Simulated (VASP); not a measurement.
```yaml
crystal:
  lattice:
    - [0.00000, 2.82213, 2.82213]
    - [2.82213, 0.00000, 2.82213]
    - [2.82213, 2.82213, 0.00000]
  atoms:
    - { symbol: Zn, position: [0.00000, 0.00000, 0.00000] }
    - { symbol: Se, position: [0.25000, 0.25000, 0.25000] }
```

Level of theory: SCAN meta-GGA, VASP's PBE PAW potentials (set 64) (plane waves; VASP 6.6.1). Settings: 520 eV cut-off, 8×8×8 Γ-centred mesh, Gaussian smearing of 0.050 eV, potentials Zn Se.

**Question.** The job: ZnSe (zinc blende), 2 atoms, SCAN, static run, 520 eV, 8×8×8 Γ-centred mesh. Roughly how much core time does it take on a busy server core?

**Answer.** About 70 core-seconds (one run on a shared machine, a rough figure). It had 29 irreducible k-points, 13 bands, up to 1243 plane waves and 20 electronic steps.

The compound is ZnSe in the zinc blende structure. It was relaxed first.
